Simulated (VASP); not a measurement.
Calculation: PBE GGA with D3 dispersion (zero damping), VASP's PBE PAW potentials (set 64) (plane waves; VASP 6.6.1).

The input files of a VASP run:

### INCAR
```
NSW = 60
ISIF = 3
LASPH = .TRUE.   # aspherical one-centre terms
IBRION = 2   # conjugate gradients
LCHARG = .FALSE.
ISMEAR = 0   # Gaussian
EDIFF = 1E-6
LMAXMIX = 4   # l cut-off of mixed one-centre charges
NELM = 100
LREAL = .FALSE.   # projection in real space or not
SIGMA = 0.05
SYSTEM = CdTe
IVDW = 11
ALGO = Normal
EDIFFG = -0.01   # ionic stop
PREC = Accurate
ENCUT = 520   # plane-wave cut-off (eV)
GGA = PE   # PBE
LWAVE = .FALSE.
```

**KPOINTS**
```
Automatic mesh
0
Gamma
6 6 6
0 0 0
```

### POSCAR
```
CdTe
1
   -0.0000000000     3.2666962111     3.2666962111
    3.2666962111    -0.0000000000     3.2666962111
    3.2666962111     3.2666962111    -0.0000000000
Cd Te
1 1
Direct
  0.0000000000   0.0000000000   0.0000000000
  0.2500000000   0.2500000000   0.2500000000
```

POTCAR, in this order: Cd Te (PBE.64 set). Program: vasp_std.

Q: What will the output report for the number of irreducible k-points (NKPTS), largest plane-wave count, number of space-group operations, FFT grid (NGX, NGY, NGZ)?

A: 
```
Item                                          Result
--------------------------------------  ------------
number of irreducible k-points (NKPTS)            16
largest plane-wave count                        1895
number of space-group operations                  24
FFT grid (NGX, NGY, NGZ)                36 × 36 × 36
```

The compound is CdTe in the zinc blende structure. It was relaxed first. The start is the result of an earlier pass.
